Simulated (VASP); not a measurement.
Data:

```yaml
crystal:
  lattice:
    - [3.26713, 0.00000, 0.00000]
    - [-1.63356, 2.82942, 0.00000]
    - [0.00000, 0.00000, 22.01224]
  atoms:
    - { symbol: Mo, position: [0.66667, 0.33333, 0.14725] }
    - { symbol: Mo, position: [0.33333, 0.66667, 0.85275] }
    - { symbol: Se, position: [0.33333, 0.66667, 0.22290] }
    - { symbol: Se, position: [0.66667, 0.33333, 0.77710] }
    - { symbol: Se, position: [0.66667, 0.33333, 0.92854] }
    - { symbol: Se, position: [0.33333, 0.66667, 0.07146] }
```

The numbers are results of PBEsol GGA, VASP's PBE PAW potentials (set 64) (plane waves; VASP), not measurements. Settings: 400 eV cut-off, 9×9×2 Γ-centred mesh, tetrahedra with Blöchl corrections, potentials Mo_sv Se.

The cell holds a wide vacuum, so values per volume refer to the whole cell. The cores are frozen, which limits the accuracy of field gradients.

Problem. Give the principal components of the electric field gradient (V/Å²) and the asymmetry η at each nucleus.

Solution. 
| atom | Vxx | Vyy | Vzz | η |
|---|---|---|---|---|
| Mo1 | 35.2 | 35.2 | -70.4 | 0.00 |
| Mo2 | 35.2 | 35.2 | -70.4 | 0.00 |
| Se3 | 53.7 | 53.7 | -107.4 | 0.00 |
| Se4 | 53.7 | 53.7 | -107.4 | 0.00 |
| Se5 | 46.8 | 46.8 | -93.5 | 0.00 |
| Se6 | 46.8 | 46.8 | -93.5 | 0.00 |

The cell is a sheet with vacuum, built from a database entry that may be metastable or hypothetical.
